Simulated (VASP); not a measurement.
# Ba3Y (I4/mmm) in VASP: reference runs, part 2 of 2

VASP 6.6.1. Earlier steps stand in the parts before.

**4. Equation of state, PBE, 48.74 Å³/atom (volume scaled by 0.94)**

INCAR reads:

```
  PREC = Accurate
  ENCUT = 520
  EDIFF = 1E-7
  ISMEAR = -1
  SIGMA = 0.05
  LREAL = False
  LASPH = True
  NELM = 80
  ALGO = Normal
  ISIF = 2
  LWAVE = False
  LCHARG = False
  GGA = PE
  NBANDS = 28
```

KPOINTS reads:

```
Automatic mesh
0
Gamma
  7 7 7
```

POSCAR reads:

```
Ba3Y
1.0
   -2.8956428232      2.8956428232      5.8126680519
    2.8956428232     -2.8956428232      5.8126680519
    2.8956428232      2.8956428232     -5.8126680519
Ba Y
3 1
Direct
    0.5000000000      0.5000000000      0.0000000000
    0.2500000000      0.7500000000      0.5000000000
    0.7500000000      0.2500000000      0.5000000000
    0.0000000000      0.0000000000      0.0000000000
```

Potentials or basis: VASP PAW PBE potentials, release 64 (Ba_sv, Y_sv).

Started as:

```console
> cat potpaw_PBE.64/Ba_sv/POTCAR potpaw_PBE.64/Y_sv/POTCAR > POTCAR
> mpirun -np 1 vasp_std > vasp.out
```

OUTCAR:

```text
PREC = Accurate
   ENCUT = 520
   EDIFF = 1E-7
   ISMEAR = -1
   LREAL = False
   LASPH = True
   NELM = 80
   ISIF = 2
   GGA = PE

 Found     40 irreducible k-points:

 Following reciprocal coordinates:
            Coordinates               Weight
  0.000000  0.000000  0.000000      1.000000
  0.142857  0.000000 -0.000000      8.000000
  0.285714  0.000000 -0.000000      8.000000
  0.428571  0.000000 -0.000000      8.000000
  0.142857  0.142857 -0.000000      8.000000
  0.285714  0.142857  0.000000     16.000000
   k-points           NKPTS =     40   k-points in BZ     NKDIM =     40   number of bands    NBANDS=     28
   number of dos      NEDOS =    301   number of ions     NIONS =      4
   total plane-waves  NPLWV = 157464
   dimension x,y,z NGX =    54 NGY =   54 NGZ =   54
   dimension x,y,z NGXF=   108 NGYF=  108 NGZF=  108
   ions per type =               3   1
   NGX,Y,Z   is equivalent  to a cutoff of  12.63, 12.63, 12.63 a.u.
   NGXF,Y,Z  is equivalent  to a cutoff of  25.25, 25.25, 25.25 a.u.
 SYSTEM =  unknown system
   PREC   = accura    normal or accurate (medium, high low for compatibility)
   ISTART =      0    job   : 0-new  1-cont  2-samecut
   ICHARG =      2    charge: 1-file 2-atom 10-const
   ISPIN  =      1    spin polarized calculation?
   LNONCOLLINEAR =      F non collinear calculations
   LSORBIT =      F    spin-orbit coupling
   LASPH  =      T    aspherical Exc in radial PAW
   ENCUT  =  520.0 eV  38.22 Ry    6.18 a.u.  13.22 13.22 13.22*2*pi/ulx,y,z
   NELM   =     80;   NELMIN=  2; NELMDL= -5     # of ELM steps
   EDIFF  = 0.1E-06   stopping-criterion for ELM
   LREAL  =      F    real-space projection
   EDIFFG = 0.1E-05   stopping-criterion for IOM
   NSW    =      0    number of steps for IOM
   IBRION =     -1    ionic relax: 0-MD 1-quasi-New 2-CG
   NFREE  =      0    steps in history (QN), initial steepest desc. (CG)
   ISIF   =      2    stress and relaxation
   ISYM   =      2    0-nonsym 1-usesym 2-fastsym
   POTIM  = 0.5000    time-step for ionic-motion
   TEBEG  =    0.0;   TEEND  =   0.0 temperature during run
   PSTRESS=    0.0 pullay stress
   NELECT =      41.0000    total number of electrons
   NUPDOWN=      -1.0000    fix difference up-down
   EMIN   =  10.00;   EMAX   =-10.00  energy-range for DOS
   EFERMI =   0.00;   METHOD = LEGACY
   ISMEAR =    -1;   SIGMA  =   0.05  broadening in eV -4-tet -1-fermi 0-gaus
   EFERMI_NEDOS =   21; number of points for ismear=-14 and -15
   IALGO  =     38    algorithm
   IMIX   =      4    mixing-type and parameters
     AMIX     =   0.40;   BMIX     =  1.00
     AMIX_MAG =   1.60;   BMIX_MAG =  1.00
  volume/ion in A,a.u.               =      48.74       328.90
  Fermi-wavevector in a.u.,A,eV,Ry     =   0.973556  1.839754 12.895756  0.947811
  Thomas-Fermi vector in A             =   2.103945
   LORBIT       =      0    0 simple, 1 ext, 2 COOP (PROOUT), +10 PAW based schemes
   GGA     = PE    functional components
   LHFCALC =     F    Hartree Fock is set to
   AEXX    =    0.0000 exact exchange contribution
   IVDW    =     0    specifies the selected vdW correction
   LEPSILON=     F    determine dielectric tensor
   LRPA    =     F    only Hartree local field effects (RPA)
 non-spin polarized calculation
  energy-cutoff  :      520.00
  volume of cell :      194.95
 maximum number of plane-waves:      5285
 NGX is ok and might be reduce to    54
   NGX = 27   NGY = 27   NGZ = 27

 number of electron      40.9999999 magnetization

 Free energy of the ion-electron system (eV)
  ---------------------------------------------------
  ext. energy  EPLUGINS =         0.00000000
  ---------------------------------------------------
  free energy    TOTEN  =       -11.23087071 eV

  energy without entropy =      -11.17138052  energy(sigma->0) =      -11.20112562

 E-fermi :   2.3234     XC(G=0):  -8.2051

 val. band max:        2.3189017584   @ k =  -0.4286   0.4286   0.2857
 cond. band min:       2.3271002040   @ k =   0.2857   0.1429   0.0000
 fundamental gap:      0.0081984457
 Fermi energy:         2.3234159174

 k-point     1 :       0.0000    0.0000    0.0000
  band No.  band energies     occupation
      1     -41.4035      2.00000
      2     -26.0967      2.00000
      3     -25.9854      2.00000
      4     -25.9588      2.00000
      5     -21.3456      2.00000
      6     -21.3456      2.00000
[... 20 lines left out ...]
     27       4.2011      0.00000
     28       4.2292      0.00000
[... 125 lines left out ...]
 k-point     6 :       0.2857    0.1429    0.0000
  band No.  band energies     occupation
      1     -41.4035      2.00000
      2     -26.0674      2.00000
      3     -25.9979      2.00000
      4     -25.9760      2.00000
      5     -21.3459      2.00000
      6     -21.3455      2.00000
[... 20 lines left out ...]
     27       3.6615      0.00000
     28       4.3672      0.00000

 [... further k-points ...]

------------------------ aborting loop because EDIFF is reached ----------------------------------------

  FORCE on cell =-STRESS in cart. coord.  units (eV):
  Direction    XX          YY          ZZ          XY          YZ          ZX
  --------------------------------------------------------------------------------------
  -------------------------------------------------------------------------------------
  Total        1.0478584      1.0478584      0.9136360      0.0000000     -0.0000000      0.0000000
  in kB        8.6116758      8.6116758      7.5085881      0.0000000     -0.0000000      0.0000000
  external PRESSURE =       8.2439799 kB  Pullay stress =       0.0000000 kB

 VOLUME and BASIS-vectors are now :
 -----------------------------------------------------------------------------
  energy-cutoff  :      520.00
  volume of cell :      194.95
      direct lattice vectors                 reciprocal lattice vectors
    -2.895642823  2.895642823  5.812668052     0.000000000  0.172673230  0.086019018
     2.895642823 -2.895642823  5.812668052     0.172673230  0.000000000  0.086019018
     2.895642823  2.895642823 -5.812668052     0.172673230  0.172673230  0.000000000

 POSITION                                       TOTAL-FORCE (eV/Angst)
 -----------------------------------------------------------------------------------
      0.00000      0.00000      5.81267         0.000000     -0.000000     -0.000000
      2.89564     -0.00000      2.90633        -0.000000      0.000000      0.000000
     -0.00000      2.89564      2.90633         0.000000      0.000000      0.000000
      0.00000      0.00000      0.00000         0.000000     -0.000000     -0.000000
 -----------------------------------------------------------------------------------
    total drift:                               -0.000000      0.000000      0.000000

  FREE ENERGIE OF THE ION-ELECTRON SYSTEM (eV)
  ---------------------------------------------------
  free  energy   TOTEN  =       -11.2308707141 eV

  energy  without entropy=      -11.1713805195  energy(sigma->0) =      -11.20112562
```

OSZICAR:

```text
N       E                     dE             d eps       ncg     rms          rms(c)
DAV:   1     0.289706549496E+03    0.28971E+03   -0.17758E+04  2240   0.125E+03
DAV:   2     0.691452443124E+01   -0.28279E+03   -0.27766E+03  3308   0.261E+02
DAV:   3    -0.115842506851E+02   -0.18499E+02   -0.18057E+02  3064   0.581E+01
DAV:   4    -0.124116865368E+02   -0.82744E+00   -0.82174E+00  3552   0.932E+00
DAV:   5    -0.124254246761E+02   -0.13738E-01   -0.13685E-01  2916   0.120E+00    0.124E+01
DAV:   6    -0.112067326434E+02    0.12187E+01   -0.40411E+00  2816   0.404E+00    0.108E+01
DAV:   7    -0.112277465270E+02   -0.21014E-01   -0.69548E-01  3312   0.199E+00    0.623E+00
DAV:   8    -0.112455326121E+02   -0.17786E-01   -0.26266E-01  2784   0.166E+00    0.943E-01
DAV:   9    -0.112331806299E+02    0.12352E-01   -0.16069E-01  2816   0.865E-01    0.416E-01
DAV:  10    -0.112308182289E+02    0.23624E-02   -0.23092E-02  2784   0.351E-01    0.230E-01
DAV:  11    -0.112310008573E+02   -0.18263E-03   -0.10803E-03  2976   0.128E-01    0.524E-02
DAV:  12    -0.112308678354E+02    0.13302E-03   -0.62896E-04  2848   0.526E-02    0.120E-02
DAV:  13    -0.112308713501E+02   -0.35147E-05   -0.38999E-05  3080   0.168E-02    0.629E-03
DAV:  14    -0.112308714070E+02   -0.56870E-07   -0.36689E-06  2896   0.627E-03    0.316E-03
DAV:  15    -0.112308707228E+02    0.68416E-06   -0.22705E-06  2488   0.348E-03    0.772E-04
DAV:  16    -0.112308707141E+02    0.87161E-08   -0.11893E-07  1908   0.114E-03
   1 F= -.11230871E+02 E0= -.11201126E+02  d E =-.594902E-01
```

It took 3.2 min on 1 thread of Intel Xeon 6975P-C (Granite Rapids), shared host; peak memory 0.54 GiB.

What came out:

```
Free energy            : -11.2309 eV
Pressure               : 0.8 GPa
Band gap on the k mesh : none (metal or under the smearing width)
```

**5. Equation of state, PBE, 49.77 Å³/atom (volume scaled by 0.96)**

INCAR reads:

```
ALGO = Normal
EDIFF = 1E-7
ENCUT = 520
GGA = PE
ISIF = 2
ISMEAR = -1
LASPH = T
LCHARG = F
LREAL = F
LWAVE = F
NBANDS = 28
NELM = 100
PREC = Accurate
SIGMA = 0.05
```

KPOINTS reads:

```
k-points
0
Gamma
  7 7 7
```

POSCAR reads:

```
Ba3Y
1.0
   -2.9160353459      2.9160353459      5.8536036827
    2.9160353459     -2.9160353459      5.8536036827
    2.9160353459      2.9160353459     -5.8536036827
Ba Y
3 1
Direct
    0.5000000000      0.5000000000      0.0000000000
    0.2500000000      0.7500000000      0.5000000000
    0.7500000000      0.2500000000      0.5000000000
    0.0000000000      0.0000000000      0.0000000000
```

Started as:

```console
> cat potpaw_PBE.64/Ba_sv/POTCAR potpaw_PBE.64/Y_sv/POTCAR > POTCAR
> mpirun -np 1 vasp_std > vasp.out
```

Run time: 3.6 min. Hardware: 1 thread of Intel Xeon 6975P-C (Granite Rapids), shared host; peak memory 0.55 GiB.

Results (log left out):

| Quantity | Value |
| --- | --- |
| Free energy | -11.2484 eV |
| Pressure | 0.5 GPa |
| Band gap on the k mesh | none (metal or under the smearing width) |

**6. Equation of state, PBE, 50.81 Å³/atom (volume scaled by 0.98)**

INCAR reads:

```
SYSTEM = Ba3Y
PREC = Accurate
ENCUT = 520
EDIFF = 1E-7
ISMEAR = -1
SIGMA = 0.05
LREAL = .FALSE.
LASPH = .TRUE.
NELM = 100
ALGO = Normal
ISIF = 2
LWAVE = .FALSE.
LCHARG = .FALSE.
GGA = PE
NBANDS = 28
```

KPOINTS reads:

```
Automatic mesh
0
G
  7 7 7
  0 0 0
```

POSCAR reads:

```
Ba3Y
1.0
   -2.9361465700      2.9361465700      5.8939746390
    2.9361465700     -2.9361465700      5.8939746390
    2.9361465700      2.9361465700     -5.8939746390
Ba Y
3 1
Direct
    0.5000000000      0.5000000000      0.0000000000
    0.2500000000      0.7500000000      0.5000000000
    0.7500000000      0.2500000000      0.5000000000
    0.0000000000      0.0000000000      0.0000000000
```

Potentials or basis: VASP PAW PBE potentials, release 64 (Ba_sv, Y_sv).

Started as:

```console
> cat potpaw_PBE.64/Ba_sv/POTCAR potpaw_PBE.64/Y_sv/POTCAR > POTCAR
> mpirun -np 1 vasp_std > vasp.out
```

Run time: 3.1 min. Hardware: 1 thread of Intel Xeon 6975P-C (Granite Rapids), shared host; peak memory 0.54 GiB.

It converged, with:

- Free energy: -11.2585 eV
- Pressure: 0.3 GPa
- Band gap on the k mesh: none (metal or under the smearing width)

**7. Equation of state, PBE, 52.89 Å³/atom (volume scaled by 1.02)**

INCAR reads:

```
ALGO     = Normal         # electronic algorithm
EDIFF    = 1E-7           # SCF threshold, eV
ENCUT    = 520            # plane-wave cutoff, eV
GGA      = PE             # functional
ISIF     = 2              # what is computed and relaxed
ISMEAR   = -1             # smearing method
LASPH    = T              # aspherical terms in the spheres
LCHARG   = F              # write CHGCAR
LREAL    = F              # projectors in reciprocal space
LWAVE    = F              # write WAVECAR
NBANDS   = 28             # bands
NELM     = 80             # most SCF steps
PREC     = Accurate       # precision mode
SIGMA    = 0.05           # smearing width, eV
```

KPOINTS reads:

```
k-points
0
Gamma
  7 7 7
```

POSCAR reads:

```
Ba3Y
1.0
   -2.9755626367      2.9755626367      5.9730978340
    2.9755626367     -2.9755626367      5.9730978340
    2.9755626367      2.9755626367     -5.9730978340
Ba Y
3 1
Direct
    0.5000000000      0.5000000000      0.0000000000
    0.2500000000      0.7500000000      0.5000000000
    0.7500000000      0.2500000000      0.5000000000
    0.0000000000      0.0000000000      0.0000000000
```

Started as:

```console
> cat potpaw_PBE.64/Ba_sv/POTCAR potpaw_PBE.64/Y_sv/POTCAR > POTCAR
> mpirun -np 1 vasp_std > vasp.out
```

Wall time 3.5 min (1 thread of Intel Xeon 6975P-C (Granite Rapids), shared host); peak memory 0.55 GiB.

It converged, with:

* Free energy: -11.2587 eV
* Pressure: -0.2 GPa
* Band gap on the k mesh: none (metal or under the smearing width)

**8. Equation of state, PBE, 53.92 Å³/atom (volume scaled by 1.04)**

INCAR reads:

```
SYSTEM = Ba3Y
PREC = Accurate ; ENCUT = 520
EDIFF = 1E-7 ; ISMEAR = -1
SIGMA = 0.05 ; LREAL = .False.
LASPH = .True. ; NELM = 80
ALGO = Normal ; ISIF = 2
LWAVE = .False. ; LCHARG = .False.
GGA = PE ; NBANDS = 28
```

KPOINTS reads:

```
regular mesh
0
Gamma
  7 7 7
  0 0 0
```

POSCAR reads:

```
Ba3Y
1.0
   -2.9948850135      2.9948850135      6.0118852704
    2.9948850135     -2.9948850135      6.0118852704
    2.9948850135      2.9948850135     -6.0118852704
Ba Y
3 1
Direct
    0.5000000000      0.5000000000      0.0000000000
    0.2500000000      0.7500000000      0.5000000000
    0.7500000000      0.2500000000      0.5000000000
    0.0000000000      0.0000000000      0.0000000000
```

Started as:

```console
> cat potpaw_PBE.64/Ba_sv/POTCAR potpaw_PBE.64/Y_sv/POTCAR > POTCAR
> mpirun -np 1 vasp_std > vasp.out
```

Run time: 3.6 min. Hardware: 1 thread of Intel Xeon 6975P-C (Granite Rapids), shared host; peak memory 0.59 GiB.

It converged, with:

```yaml
Free_energy: -11.2499 eV
Pressure: -0.4 GPa
Band_gap_on_the_k_mesh: none (metal or under the smearing width)
```

**9. Equation of state, PBE, 54.96 Å³/atom (volume scaled by 1.06)**

INCAR reads:

```
SYSTEM = Ba3Y
  PREC = Accurate
  ENCUT = 520
  EDIFF = 1E-7
  ISMEAR = -1
  SIGMA = 0.05
  LREAL = .False.
  LASPH = .True.
  NELM = 100
  ALGO = Normal
  ISIF = 2
  LWAVE = .False.
  LCHARG = .False.
  GGA = PE
  NBANDS = 28
```

KPOINTS reads:

```
Automatic mesh
0
Gamma
  7 7 7
  0 0 0
```

POSCAR reads:

```
Ba3Y
1.0
   -3.0139612285      3.0139612285      6.0501785657
    3.0139612285     -3.0139612285      6.0501785657
    3.0139612285      3.0139612285     -6.0501785657
Ba Y
3 1
Direct
    0.5000000000      0.5000000000      0.0000000000
    0.2500000000      0.7500000000      0.5000000000
    0.7500000000      0.2500000000      0.5000000000
    0.0000000000      0.0000000000      0.0000000000
```

Potentials or basis: VASP PAW PBE potentials, release 64 (Ba_sv, Y_sv).

Started as:

```console
> cat potpaw_PBE.64/Ba_sv/POTCAR potpaw_PBE.64/Y_sv/POTCAR > POTCAR
> mpirun -np 1 vasp_std > vasp.out
```

Run time: 3.8 min. Hardware: 1 thread of Intel Xeon 6975P-C (Granite Rapids), shared host; peak memory 0.58 GiB.

It converged, with:

```yaml
Free_energy: -11.2359 eV
Pressure: -0.6 GPa
Band_gap_on_the_k_mesh: none (metal or under the smearing width)
```

**10. Equation of state, PBE**

Potentials or basis: VASP PAW PBE potentials, release 64 (Ba_sv, Y_sv).

No new run: the results of the series are fitted here.

What came out:

* Equilibrium volume: 51.86 Å³/atom
* Bulk modulus at fixed shape and positions: 12.1 GPa
* Pressure derivative of the bulk modulus: 3.2

Energy against volume, from the lowest point:
```
volume (Å³/atom)  energy (meV/atom)
          48.738               7.71
          49.775               3.34
          50.812               0.82
          51.849               0.00
          52.886               0.75
          53.923               2.94
          54.960               6.46
```

Caveat: the cell was scaled at fixed shape and fractional positions, which overstates the stiffness of a crystal with free parameters, most of all of layers and chains. Spin-orbit coupling is left out, which matters for the levels of Ba.

**11. Overview**

| task | cell | gap on the mesh (eV) | pressure (GPa) |
| --- | --- | --- | --- |
| single point | as given | none | 0.0 |
| single point | atoms moved at random, drawn with an rms of 0.05 Å | none | 0.0 |
| equation of state | as given | - | - |

Alike in all rows: level PBE; potentials or basis VASP PAW PBE potentials, release 64 (Ba_sv, Y_sv); no spin polarisation; k mesh 7 × 7 × 7; cutoff (eV) 520; smearing fermi-dirac 0.05 eV.

Caveats: the cell was scaled at fixed shape and fractional positions, which overstates the stiffness of a crystal with free parameters, most of all of layers and chains (some runs).

Absolute energies hang on the potentials; compare differences alone.
